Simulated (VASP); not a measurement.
Consider the following.

```xyz
1
Lattice="-1.5936 1.5936 1.5936 1.5936 -1.5936 1.5936 1.5936 1.5936 -1.5936" Properties=species:S:1:pos:R:3 pbc="T T T"
W      0.0000     0.0000     0.0000
```

Level of theory: PBE GGA, VASP's PBE PAW potentials (set 64) (plane waves; VASP 6.6.1). Numerical set-up: 480 eV cut-off, 14×14×14 Γ-centred mesh, first-order Methfessel-Paxton smearing of 0.10 eV, potentials W_sv.

Question: The ions, cell shape and volume at an external pressure of 5.0 GPa are relaxed. Predict the relaxed structure.

Answer: 
```xyz
1
Lattice="-1.5852 1.5852 1.5852 1.5852 -1.5852 1.5852 1.5852 1.5852 -1.5852" Properties=species:S:1:pos:R:3 pbc="T T T"
W      1.5852     1.5852    -1.5852
```
Space group Im-3m (229), at a tolerance of 0.03 Å.

Question: How do energy and volume change from the first to the last step?

Answer: The energy (σ→0) changes by +4.0 meV/atom and the volume by -1.6 %, in 4 ionic steps.

The compound is W in the bcc structure. This run relaxes it under an external pressure of 5 GPa. Symmetry was kept, so distortions that lower it aren't found.
